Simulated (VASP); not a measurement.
Here is the system:

```
CELL_PARAMETERS angstrom
     10.93707     0.00000     0.00000
      0.00000    10.93707     0.00000
      0.00000     0.00000    10.93707
ATOMIC_POSITIONS crystal
  Si 0.49918 0.00052 0.00058
  Si 0.62537 0.12693 0.12690
  Si 0.74957 0.25058 0.00034
  Si 0.87337 0.37507 0.12664
  Si 0.74958 0.00029 0.25048
  Si 0.87323 0.12685 0.37490
  Si 0.99986 0.99963 0.99999
  Si 0.12468 0.12551 0.12540
  Si 0.25027 0.24982 0.00041
  Si 0.37605 0.37606 0.12700
  Si 0.50001 0.49991 0.00027
  Si 0.62420 0.62450 0.12629
  Si 0.75002 0.74977 0.00016
  Si 0.87442 0.87498 0.12548
  Si 0.25029 0.00046 0.24968
  Si 0.37594 0.12663 0.37624
  Si 0.50006 0.25094 0.25143
  Si 0.74857 0.49992 0.25071
  Si 0.87333 0.62404 0.37558
  Si 0.49984 0.99980 0.50020
  Si 0.62395 0.12637 0.62432
  Si 0.74797 0.25089 0.49953
  Si 0.87289 0.37562 0.62381
  Si 0.75022 0.00034 0.74964
  Si 0.87456 0.12541 0.87520
  Si 0.99941 0.50052 0.00034
  Si 0.12445 0.62516 0.12515
  Si 0.24999 0.74988 0.99985
  Si 0.37494 0.87527 0.12525
  Si 0.99956 0.25057 0.25047
  Si 0.12493 0.37510 0.37514
  Si 0.24947 0.50051 0.25016
  Si 0.37615 0.62393 0.37306
  Si 0.49962 0.75034 0.25017
  Si 0.62485 0.87502 0.37516
  Si 0.99930 0.00035 0.50046
  Si 0.12426 0.12522 0.62509
  Si 0.24936 0.25007 0.50057
  Si 0.37610 0.37300 0.62393
  Si 0.62673 0.62392 0.62387
  Si 0.74980 0.75018 0.50031
  Si 0.87476 0.87520 0.62500
  Si 0.24982 0.99997 0.74998
  Si 0.37495 0.12526 0.87540
  Si 0.49957 0.25011 0.75042
  Si 0.62485 0.37515 0.87501
  Si 0.74979 0.50035 0.75021
  Si 0.87480 0.62507 0.87522
  Si 0.99956 0.74981 0.24991
  Si 0.12532 0.87503 0.37579
  Si 0.99944 0.49973 0.49976
  Si 0.12510 0.62475 0.62476
  Si 0.25105 0.74872 0.49996
  Si 0.37489 0.87450 0.62511
  Si 0.99940 0.24991 0.74975
  Si 0.12523 0.37604 0.87483
  Si 0.25112 0.49993 0.74868
  Si 0.37510 0.62481 0.87470
  Si 0.49994 0.74883 0.74900
  Si 0.62445 0.87521 0.87488
  Si 0.00003 0.74990 0.74989
  Si 0.12505 0.87490 0.87497
  Ge 0.51399 0.48537 0.48550
```

Method: HSE06 screened hybrid, VASP's PBE PAW potentials (set 64) (plane waves; VASP). Run with PREC = Normal, LREAL = Auto, ISYM = 0, EDIFF = 1E-5, 400 eV cut-off, 1×1×1 Γ-centred mesh, Gaussian smearing of 0.050 eV, potentials Si Ge. Starting moments (MAGMOM): 63*0.0317. The cell's moment is fixed (NUPDOWN = 2).

The supercell is sampled at Γ alone, which is coarse: total energies, pressure and levels can be off, energies of defects by several tenths of an eV.

Question: Predict the cell moment, energy per atom (σ→0), largest force.

Answer: 
The cell moment comes out as 2.00 μB. The energy per atom (σ→0) is -6.131 eV/atom. The largest force is 0.504 eV/Å.

Question: Give the moment on each site (PAW-sphere projection).

Answer: 
```
site  moment (μB)
----  -----------
Si1          0.00
Si2          0.01
Si3          0.00
Si4          0.01
Si5          0.00
Si6          0.01
Si7          0.00
Si8          0.00
Si9          0.00
Si10         0.00
Si11         0.00
Si12         0.01
Si13         0.02
Si14         0.00
Si15         0.00
Si16         0.00
Si17        -0.03
Si18         0.20
Si19         0.00
Si20         0.00
Si21         0.01
Si22         0.20
Si23         0.00
Si24         0.02
Si25         0.00
Si26         0.02
Si27         0.00
Si28         0.00
Si29         0.00
Si30         0.00
Si31         0.00
Si32         0.00
Si33         0.03
Si34         0.00
Si35         0.00
Si36         0.02
Si37         0.00
Si38         0.00
Si39         0.03
Si40         0.01
Si41         0.00
Si42         0.00
Si43         0.00
Si44         0.00
Si45         0.00
Si46         0.00
Si47         0.00
Si48         0.00
Si49         0.01
Si50         0.01
Si51         0.00
Si52         0.00
Si53         0.01
Si54         0.00
Si55         0.01
Si56         0.01
Si57         0.01
Si58         0.00
Si59         0.01
Si60         0.01
Si61         0.00
Si62         0.00
Ge63         0.20
```

Total energies compare only between runs with the same potentials, cut-off and functional.

The cell is a supercell with a defect, built from Si (diamond): Ge_Si-vac_Si. The cell's shape comes from a PBE relaxation.
